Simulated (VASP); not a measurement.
An input for Ansatz (written as the equivalent of a VASP run, and not itself run):

Ansatz 0.2 input:
```yaml
crystal:
  lattice:
    - [3.9897209, 0.0000000, 0.0000000]
    - [0.0000000, 3.9897209, 0.0199486]
    - [0.0000000, 0.0251595, 5.0319030]
  atoms:
    - { symbol: Pb, position: [0.5000000, 0.0000000, 0.7642972] }
    - { symbol: Pb, position: [0.0000000, 0.5000000, 0.2357028] }
    - { symbol: O, position: [0.5000000, 0.5000000, 0.0000000] }
    - { symbol: O, position: [0.0000000, 0.0000000, 0.0000000] }
kpoints:
  mp_grid: { grid: [6, 6, 4] }
hamiltonian:
  xc: pbesol
  pseudopotentials: { kind: paw }
scf:
  occupations: { method: gaussian, width: 0.05 }
  max_iter: 100
output: { forces: true, stress: true, eigenvalues: true }
```

Problem. Translate this input to VASP (INCAR, KPOINTS, POSCAR, choice of POTCAR).

Solution. This is not unique; one that fits is 
INCAR:
```
# general
SYSTEM  = PbO
PREC    = Accurate
ENCUT   = 600
LREAL   = .FALSE.
LASPH   = .TRUE.

# electronic loop
EDIFF   = 1E-7
NELM    = 100
ALGO    = Normal
LMAXMIX = 4

# smearing
ISMEAR  = 0
SIGMA   = 0.05

# functional
GGA     = PS

# ions
ISIF    = 2

# output
LWAVE   = .FALSE.
LCHARG  = .FALSE.
```

File POSCAR:
```
PbO
5.0319030
  0.7928851066   0.0000000000   0.0000000000
  0.0000000000   0.7928851066   0.0039644255
  0.0000000000   0.0050000000   1.0000000033
Pb O
2 2
Cartesian
  0.3964425533   0.0038214858   0.7642971527
  0.0000000000   0.3976210676   0.2376850633
  0.3964425533   0.3964425533   0.0019822128
  0.0000000000   0.0000000000   0.0000000000
```

**KPOINTS**
```
Automatic
0
gamma
6 6 4
0 0 0
```

POTCAR, in this order: Pb_d O (PBE.64 set). Program: vasp_std.

Limits of the translation: each code has its own PAW files, so the cut-off isn't converted (ENCUT is set for VASP's; basis.ecutwfc is left out, and Ansatz then takes the one that its files recommend); Ansatz stops its SCF on the density residual and VASP on the energy change (EDIFF).

The compound is PbO in the litharge structure. This cell was strained or had an atom moved on purpose.
